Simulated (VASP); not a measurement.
Set up this calculation in VASP 6.6.1, as the native input.

- Task: single point
- Functional: PBEsol
- Potentials or basis: VASP PAW PBE potentials, release 64 (V_sv, Al, N)
- Cutoff: 450 eV
- k mesh: 3 × 3 × 2
- Occupations: gaussian, width 0.03 eV
- Spin: collinear spin, ferromagnetic start
- Hubbard terms: V d U = 3 eV
- Dq: 0
- Further INCAR settings: LREAL = Auto; ALGO = All; EDIFF = 1e-05; ISYM = 0

The structure of Al15VN16 (a cell with a defect) lies in POSCAR:

```
Al15VN16
1.0
    6.2200008610      0.0000000000      0.0000000000
   -3.1100004305      5.3866787572      0.0000000000
    0.0000000000      0.0000000000      9.9600000000
V Al N
1 15 16
Direct
    0.3333333333      0.1666666667      0.0000000000
    0.3333333333      0.1666666667      0.5000000000
    0.3333333333      0.6666666667      0.0000000000
    0.3333333333      0.6666666667      0.5000000000
    0.8333333333      0.1666666667      0.0000000000
    0.8333333333      0.1666666667      0.5000000000
    0.8333333333      0.6666666667      0.0000000000
    0.8333333333      0.6666666667      0.5000000000
    0.1666666667      0.3333333333      0.2500000000
    0.1666666667      0.3333333333      0.7500000000
    0.1666666667      0.8333333333      0.2500000000
    0.1666666667      0.8333333333      0.7500000000
    0.6666666667      0.3333333333      0.2500000000
    0.6666666667      0.3333333333      0.7500000000
    0.6666666667      0.8333333333      0.2500000000
    0.6666666667      0.8333333333      0.7500000000
    0.3333333333      0.1666666667      0.1910000000
    0.3333333333      0.1666666667      0.6910000000
    0.3333333333      0.6666666667      0.1910000000
    0.3333333333      0.6666666667      0.6910000000
    0.8333333333      0.1666666667      0.1910000000
    0.8333333333      0.1666666667      0.6910000000
    0.8333333333      0.6666666667      0.1910000000
    0.8333333333      0.6666666667      0.6910000000
    0.1666666667      0.3333333333      0.4410000000
    0.1666666667      0.3333333333      0.9410000000
    0.1666666667      0.8333333333      0.4410000000
    0.1666666667      0.8333333333      0.9410000000
    0.6666666667      0.3333333333      0.4410000000
    0.6666666667      0.3333333333      0.9410000000
    0.6666666667      0.8333333333      0.4410000000
    0.6666666667      0.8333333333      0.9410000000
```

These files were run (other wordings do the same):

INCAR

```
PREC     = Accurate       # precision mode
ENCUT    = 450            # plane-wave cutoff, eV
EDIFF    = 1E-5           # SCF threshold, eV
ISMEAR   = 0              # smearing method
SIGMA    = 0.03           # smearing width, eV
LREAL    = Auto         
LASPH    = True           # aspherical terms in the spheres
NELM     = 120            # most SCF steps
ALGO     = All            # electronic algorithm
ISIF     = 2              # what is computed and relaxed
LWAVE    = False          # write WAVECAR
LCHARG   = False          # write CHGCAR
ISPIN    = 2              # spin polarisation
MAGMOM   = 2 0 0 0 0 0 0 0 0 0 0 0 0 0 0 0 0 0 0 0 0 0 0 0 0 0 0 0 0 0 0 0 # initial moments
LORBIT   = 11             # projections on sites
LMAXMIX  = 4              # l up to which the mixer works
LDAU     = True           # DFT+U
LDAUTYPE = 2            
LDAUL    = 2 -1 -1        # shell
LDAUU    = 3 0 0          # U, eV
LDAUJ    = 0 0 0        
LDAUPRINT= 1            
GGA      = PS             # functional
ISYM     = 0
```

KPOINTS

```
regular mesh
0
Gamma
  3 3 2
```

Potentials or basis: VASP PAW PBE potentials, release 64 (V_sv, Al, N).

The run is started by

```sh
$ cat potpaw_PBE.64/V_sv/POTCAR potpaw_PBE.64/Al/POTCAR potpaw_PBE.64/N/POTCAR > POTCAR
$ mpirun -np 1 vasp_std > vasp.out
```

Results of the run:

The largest force is 2.059 eV/Å. The band gap on the k mesh is 1.81 eV, indirect (least direct gap 1.93 eV). The net moment is 2.00 μB per cell and the site moments are V +1.81; Al +0.00, +0.01; N -0.01, -0.00, +0.00 μB. The valence electrons inside the program's atomic spheres are V 11.88; Al 0.81; N 3.84.

Caveat: the PAW data sets were made with another functional, which shifts forces and pressure a little.

Run time: 12 min on 1 thread of Intel(R) Xeon(R) Platinum 8559C (Emerald Rapids), with other jobs on the host, peak memory 1.1 GiB.
